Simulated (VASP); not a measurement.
All values below come from PBE GGA, VASP's PBE PAW potentials (set 64) (plane waves; VASP).

Input for VASP

File KPOINTS:
```
Automatic mesh
0
G
 7 7 11
0 0 0
```

File POSCAR:
```
MnO2
1.0
  4.4750046744   0.0000000000   0.0000000000
  0.0000000000   4.4750046744   0.0000000000
  0.0000000000   0.0000000000   2.9034258041
Mn O
2 4
Cartesian
  0.0000000000   0.0000000000   0.0000000000
  2.2375023372   2.2375023372   1.4517129020
  1.3615441797   1.3615441797   0.0000000000
  3.5990465169   0.8759581575   1.4517129020
  0.8759581575   3.5990465169   1.4517129020
  3.1134604947   3.1134604947   2.9034258041
```

### INCAR
```
! general
SYSTEM  = MnO2
PREC    = Accurate
ENCUT   = 520
LREAL   = .False.
LASPH   = .True.

! electronic loop
EDIFF   = 1E-7
NELM    = 100
ALGO    = Normal
LMAXMIX = 4

! smearing
ISMEAR  = 1
SIGMA   = 0.1

! functional
GGA     = PE

! spin
ISPIN   = 2
MAGMOM  = 2.5 -2.5 -0.0 0.0 0.0 -0.0

! ions
IBRION  = 2
NSW     = 30
ISIF    = 4
EDIFFG  = -0.01

! output
LWAVE   = .False.
LCHARG  = .False.
LORBIT  = 10
```

POTCAR, in this order: Mn_pv O (PBE.64 set). Program: vasp_std.

Task: Estimate the energy per atom (σ→0), cell moment, band gap (on the k-mesh).

Result: 
The energy per atom (σ→0) comes out as -7.981 eV/atom and the cell moment is 0.00 μB. The band gap (on the k-mesh) is none (metal, semimetal or under 0.01 eV).

File OSZICAR:
```
...
       N       E                     dE             d eps       ncg     rms          rms(c)
DAV:   1    -0.478888738337E+02   -0.96411E-04   -0.33896E-02  7200   0.127E+00    0.910E-02
DAV:   2    -0.478888939638E+02   -0.20130E-04   -0.10287E-03  8276   0.264E-01    0.636E-02
DAV:   3    -0.478888724366E+02    0.21527E-04   -0.10177E-04 10184   0.134E-01    0.438E-02
DAV:   4    -0.478888563682E+02    0.16068E-04   -0.57019E-05  9632   0.869E-02    0.190E-02
DAV:   5    -0.478888556318E+02    0.73645E-06   -0.12164E-05  8186   0.362E-02    0.744E-03
DAV:   6    -0.478888556092E+02    0.22554E-07   -0.72084E-07  7514   0.744E-03
   3 F= -.47888856E+02 E0= -.47888939E+02  d E =-.196641E-02  mag=    -0.0000
```

The compound is MnO2 in the rutile structure. This cell is one point of a volume scan, at 1.03 of the reference volume. Symmetry was kept, so distortions that lower it aren't found.
